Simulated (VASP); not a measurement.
A VASP calculation is set up with these files.

**INCAR**
```
ALGO = Normal
EDIFF = 1E-6
ENCUT = 300
GGA = PE
ISIF = 2
ISMEAR = 0
LASPH = .TRUE.
LCHARG = .FALSE.
LMAXMIX = 4
LREAL = .FALSE.
LWAVE = .FALSE.
NELM = 100
PREC = Accurate
SIGMA = 0.136
SYSTEM = CaSe
```

**KPOINTS**
```
kpoints
0
Gamma
 1 1 1
```

File POSCAR:
```
CaSe
1
    4.2233540000     0.0000000000     0.0000000000
    0.0000000000     4.2233540000     0.0000000000
    0.0000000000     0.0000000000     7.4365100000
Ca Se
2 2
Direct
  0.0000000000   0.5000000000   0.0000000000
  0.5000000000   0.0000000000   0.5000000000
  0.0000000000   0.0000000000   0.2500000000
  0.0000000000   0.0000000000   0.7500000000
```

POTCAR, in this order: Ca_sv Se (PBE.64 set). Program: vasp_std.

Problem. Translate this PBE calculation to Ansatz.

Solution. One equivalent input (not run):
Ansatz 0.2 input:
```yaml
crystal:
  lattice:
    - [4.2233540, 0.0000000, 0.0000000]
    - [0.0000000, 4.2233540, 0.0000000]
    - [0.0000000, 0.0000000, 7.4365100]
  atoms:
    - { symbol: Ca, position: [0.0000000, 0.5000000, 0.0000000] }
    - { symbol: Ca, position: [0.5000000, 0.0000000, 0.5000000] }
    - { symbol: Se, position: [0.0000000, 0.0000000, 0.2500000] }
    - { symbol: Se, position: [0.0000000, 0.0000000, 0.7500000] }
kpoints:
  mp_grid: { grid: [1, 1, 1] }
hamiltonian:
  xc: pbe
  pseudopotentials: { kind: paw }
scf:
  occupations: { method: gaussian, width: 0.136 }
  max_iter: 100
output: { forces: true, stress: true, eigenvalues: true }
```
Limits of the translation: each code has its own PAW files, so the cut-off isn't converted (ENCUT is set for VASP's; basis.ecutwfc is left out, and Ansatz then takes the one that its files recommend); Ansatz stops its SCF on the density residual and VASP on the energy change (EDIFF).

The structure was generated: CaSe was put into an ordered model structure, which need not be its known phase. The cell was not relaxed at this level. The k-mesh is coarse (spacing up to 1.49 per Å, 2π included), so the numbers may not be converged in it. The run is one of a series of settings (KPOINTS 1×1×1 Γ-centred mesh against the base run), some of them coarse on purpose.
